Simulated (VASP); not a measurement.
Given:

```
GaAs
1.0
    0.00000     2.54754     2.54754
    2.54754     0.00000     2.54754
    2.54754     2.54754     0.00000
Ga As
1 1
Direct
  0.00000   0.00000   0.00000
  0.25000   0.25000   0.25000
```

All values below come from PBEsol GGA, VASP's PBE PAW potentials (set 64) (plane waves; VASP). Numerical set-up: 500 eV cut-off, 9×9×9 Γ-centred mesh, Gaussian smearing of 0.050 eV, potentials Ga_d As.

Task: Estimate the energy per atom (σ→0), pressure.

Result: 
The energy per atom (σ→0) is -3.895 eV/atom and the pressure comes out as 45.08 GPa.

The compound is GaAs in the zinc blende structure. It was relaxed first under an external pressure of 45 GPa.
